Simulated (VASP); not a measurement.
Computed with PBE GGA with D4 dispersion, VASP's PBE PAW potentials (set 64) (plane waves; VASP 6.6.1).

A VASP calculation is set up with these files.

**KPOINTS**
```
Automatic mesh
0
Gamma
13 13 10
0 0 0
```

### POSCAR
```
HfB2
6.8995370
  0.2264386088  -0.3922032084   0.0000000000
  0.2264386088   0.3922032084   0.0000000000
  0.0000000000   0.0000000000   0.5000000231
Hf B
1 2
Direct
  0.0000000000   0.0000000000   1.0000000000
  0.3333330000   0.6666670000   0.5000000000
  0.6666670000   0.3333330000   0.5000000000
```

### INCAR
```
ALGO  =  Normal
EDIFF  =  1E-7
ENCUT  =  520
GGA  =  PE
ISIF  =  2
ISMEAR  =  -5
IVDW  =  13
LASPH  =  .TRUE.
LCHARG  =  .TRUE.
LEFG  =  .TRUE.
LMAXMIX  =  6
LORBIT  =  11
LREAL  =  .FALSE.
LWAVE  =  .FALSE.
NEDOS  =  601
NELM  =  100
PREC  =  Accurate
SYSTEM  =  HfB2
```

POTCAR, in this order: Hf_pv B (PBE.64 set). Program: vasp_std.

Output of the run:

**OUTCAR**
```
 ion  position               nearest neighbor table
   1  0.000  0.000  0.000-   2 2.50   3 2.50   2 2.50   3 2.50   3 2.50   3 2.50   2 2.50   2 2.50
                             3 2.50   3 2.50   2 2.50   2 2.50
   2  0.333  0.667  0.500-   3 1.80   3 1.80   3 1.80   1 2.50   1 2.50   1 2.50   1 2.50   1 2.50
                             1 2.50
   3  0.667  0.333  0.500-   2 1.80   2 1.80   2 1.80   1 2.50   1 2.50   1 2.50   1 2.50   1 2.50
                             1 2.50
  LATTYP: Found a hexagonal cell.
 ALAT       =     3.1246433179
 C/A-ratio  =     1.1040519856
 Subroutine PRICEL returns:
 Original cell was already a primitive cell.
 Subroutine GETGRP returns: Found 24 space group operations
The static configuration has the point symmetry D_6h.
The dynamic configuration has the point symmetry D_6h.
 Subroutine INISYM returns: Found 24 space group operations
 Subroutine IBZKPT returns following result:
 Found    126 irreducible k-points:

 Following reciprocal coordinates:
            Coordinates               Weight
  0.000000  0.000000  0.000000      1.000000
  0.076923  0.000000  0.000000      6.000000
  0.153846 -0.000000  0.000000      6.000000
  0.230769  0.000000  0.000000      6.000000
...
```

**OSZICAR**
```
       N       E                     dE             d eps       ncg     rms          rms(c)
DAV:   1     0.275996168337E+02    0.27600E+02   -0.84106E+03  3024   0.127E+03
DAV:   2    -0.271092301201E+02   -0.54709E+02   -0.51223E+02  3724   0.239E+02
DAV:   3    -0.287640011193E+02   -0.16548E+01   -0.16242E+01  3980   0.318E+01
DAV:   4    -0.287767260378E+02   -0.12725E-01   -0.12864E-01  3628   0.303E+00
DAV:   5    -0.287768660557E+02   -0.14002E-03   -0.14537E-03  3900   0.248E-01    0.543E+01
DAV:   6    -0.265045350181E+02    0.22723E+01   -0.51994E+00  3620   0.151E+01    0.396E+01
DAV:   7    -0.264615167425E+02    0.43018E-01   -0.17296E+00  3800   0.910E+00    0.117E+01
DAV:   8    -0.263930741660E+02    0.68443E-01   -0.50730E-01  3588   0.502E+00    0.191E+00
DAV:   9    -0.263874551031E+02    0.56191E-02   -0.35852E-02  3568   0.148E+00    0.261E-01
DAV:  10    -0.263875563306E+02   -0.10123E-03   -0.97800E-04  3732   0.274E-01    0.370E-01
DAV:  11    -0.263875861905E+02   -0.29860E-04   -0.97697E-05  3744   0.806E-02    0.196E-01
DAV:  12    -0.263875734647E+02    0.12726E-04   -0.89429E-06  3692   0.269E-02    0.180E-02
DAV:  13    -0.263875732636E+02    0.20112E-06   -0.39355E-07  3664   0.627E-03    0.545E-03
DAV:  14    -0.263875734606E+02   -0.19702E-06   -0.60586E-09  2076   0.736E-04    0.227E-03
DAV:  15    -0.263875735271E+02   -0.66484E-07   -0.97849E-10  1968   0.287E-04
   1 F= -.27333909E+02 E0= -.27333909E+02  d E =0.000000E+00
```

### OUTCAR
```
------------------------ aborting loop because EDIFF is reached ----------------------------------------
  Edisp (eV):   -0.94634
  FORCE on cell =-STRESS in cart. coord.  units (eV):
  Direction    XX          YY          ZZ          XY          YZ          ZX
  --------------------------------------------------------------------------------------
  Total       0.01546     0.01546    -0.12301     0.00000     0.00000     0.00000
  in kB       0.84930     0.84930    -6.75655     0.00000     0.00000     0.00000
  external pressure =       -1.69 kB  Pullay stress =        0.00 kB
  volume of cell :       29.17
      direct lattice vectors                 reciprocal lattice vectors
     1.562321560 -2.706020548  0.000000000     0.320036549 -0.184773172  0.000000000
     1.562321560  2.706020548  0.000000000     0.320036549  0.184773172  0.000000000
     0.000000000  0.000000000  3.449768659     0.000000000  0.000000000  0.289874510
 POSITION                                       TOTAL-FORCE (eV/Angst)
 -----------------------------------------------------------------------------------
      0.00000      0.00000      0.00000         0.000000     -0.000000     -0.000000
      1.56232      0.90201      1.72488        -0.000000     -0.000000     -0.000000
      1.56232     -0.90201      1.72488         0.000000      0.000000      0.000000
 -----------------------------------------------------------------------------------
    total drift:                               -0.000000     -0.000000      0.000000
  FREE ENERGIE OF THE ION-ELECTRON SYSTEM (eV)
  ---------------------------------------------------
  free  energy   TOTEN  =       -27.3339087850 eV

  energy  without entropy=      -27.3339087850  energy(sigma->0) =      -27.33390878

 total charge

# of ion       s       p       d       tot
------------------------------------------
    1        0.303   6.603   1.870   8.775
    2        0.668   1.293   0.000   1.961
    3        0.668   1.293   0.000   1.961
--------------------------------------------------
tot          1.639   9.188   1.870  12.698

 Electric field gradients after diagonalization (V/A^2)
 (convention: |V_zz| > |V_xx| > |V_yy|)
----------------------------------------------------------------------
 ion       V_xx      V_yy      V_zz     asymmetry (V_yy - V_xx)/ V_zz
----------------------------------------------------------------------
   1     -38.391   -38.386    76.777       0.000
   2      -0.689    -0.689     1.378       0.000
   3      -0.689    -0.689     1.378       0.000
```
(Selected blocks of OUTCAR.)

For a metal the tetrahedron method with Blöchl corrections gives inexact stress and forces.

The compound is HfB2 in the AlB2 type structure. It was relaxed first.
